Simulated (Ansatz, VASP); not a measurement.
Two plane-wave programs on Sn4F

Contents of INCAR:

```
PREC     = Accurate       # precision mode
ENCUT    = 520            # plane-wave cutoff, eV
EDIFF    = 1E-7           # SCF threshold, eV
ISMEAR   = 0              # smearing method
SIGMA    = 0.1            # smearing width, eV
LREAL    = F              # projectors in reciprocal space
LASPH    = T              # aspherical terms in the spheres
NELM     = 60             # most SCF steps
ALGO     = Normal         # electronic algorithm
ISIF     = 2              # what is computed and relaxed
LWAVE    = F              # write WAVECAR
LCHARG   = F              # write CHGCAR
GGA      = PE             # functional
NBANDS   = 40             # bands
```

File KPOINTS:

```
Automatic mesh
0
Gamma
  4 4 4
```

File POSCAR:

```
Sn4F
1.0
    5.2906436800      0.0000000000      0.0000000000
    0.0000000000      5.2906436800      0.0000000000
    0.0000000000      0.0000000000      5.2906436800
Sn F
4 1
Direct
    0.0000000000      0.5000000000      0.5000000000
    0.5000000000      0.0000000000      0.5000000000
    0.5000000000      0.5000000000      0.0000000000
    0.0000000000      0.0000000000      0.0000000000
    0.5000000000      0.5000000000      0.5000000000
```

Input for Ansatz:

```yaml
crystal:
  lattice:
    - [5.29064368, 0.0, 0.0]
    - [0.0, 5.29064368, 0.0]
    - [0.0, 0.0, 5.29064368]
  atoms:
    - { symbol: Sn, position: [0.0, 0.5, 0.5] }
    - { symbol: Sn, position: [0.5, 0.0, 0.5] }
    - { symbol: Sn, position: [0.5, 0.5, 0.0] }
    - { symbol: Sn, position: [0.0, 0.0, 0.0] }
    - { symbol: F, position: [0.5, 0.5, 0.5] }
basis:
  ecutwfc: 420
kpoints:
  mp_grid: { grid: [4, 4, 4] }
hamiltonian:
  xc: pbe
scf:
  occupations: { method: gaussian, width: 0.1 }
  lower_state_search: "off"
output:
  forces: true
  stress: true
  eigenvalues: true
```

Alike in both runs: task single point; functional PBE; k mesh 4 × 4 × 4; occupations gaussian, width 0.1 eV; no spin polarisation.

```csv
,VASP,Ansatz
version,VASP 6.6.1,Ansatz 0.2.0
potentials or method,"VASP PAW PBE potentials, release 64 (Sn_d, F)","scalar-relativistic, plane waves, PAW"
plane-wave cutoff (eV),520,420
valence electrons in the cell,63,63
```

|  | VASP | Ansatz | Ansatz less VASP |
| --- | --- | --- | --- |
| gap on the k mesh at the Fermi level (eV) | none | none | - |
| pressure (GPa) | -5.0 | -4.9 | +0.07 |

A gap of «none» marks a metal or a gap that the smearing closes. With one functional, cell and mesh, what is left measures potentials, basis and numerics.

Caveats: an odd number of electrons without spin polarisation forces a metal; a magnetic or distorted state may lie lower.
